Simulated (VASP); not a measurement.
**LaMnIn under changes of volume**

One of the cells (25.450 Å³/atom); the others are scaled copies at fixed shape and fractional positions:

```
La In Mn
1.0
     4.62376    0.00000    0.00000
    -2.31188    4.00429    0.00000
     0.00000    0.00000    4.12369
La In Mn
1 1 1
Direct
  0.00000 0.00000 0.00000
  0.33333 0.66667 0.50000
  0.66667 0.33333 0.50000
```

The cell comes from a database or a generator and needn't be the stable form of this composition.

- Program: VASP 6.6.1
- Functional: PBE
- Potentials or basis: VASP PAW PBE potentials, release 64 (La, In_d, Mn_pv)
- Cutoff: 520 eV
- k mesh: 7 × 7 × 7
- Occupations: fermi-dirac, width 0.05 eV
- Spin: collinear spin, ferromagnetic start
- Starting moments: [0.0, 0.0, 4.0] μB

```tsv
volume (Å³/atom)	energy over the lowest point (meV/atom)	pressure (GPa)	moment (μB per cell)
23.454	97.24	10.1	3.14
23.953	68.50	8.2	3.15
24.452	45.39	6.5	3.16
25.450	14.18	3.5	3.18
25.949	?	?	?
26.448	0.00	1.1	3.20
```

Question: What does the run at 25.949 Å³/atom give?

Answer: Energy over the lowest point 5.16 meV/atom; pressure 2.2 GPa; moment 3.19 μB per cell.

Worked out: A Birch-Murnaghan fit of order 3 (a polynomial in V^(-2/3)) to the other rows has its minimum at 26.94 Å³/atom, just outside them, with B0 = V·E''(V) = 56 GPa and B' = 4.0 at fixed shape and positions, which overstates the stiffness. It gives 5.15 meV/atom at 25.949 Å³/atom, against the run's 5.16, and -dE/dV = 2.3 GPa, against 2.2. A straight line through the other rows of the moment, of slope 0.02 μB per Å³/atom, gives 3.19 μB, against the run's 3.19.

Energies are extrapolated to zero smearing.
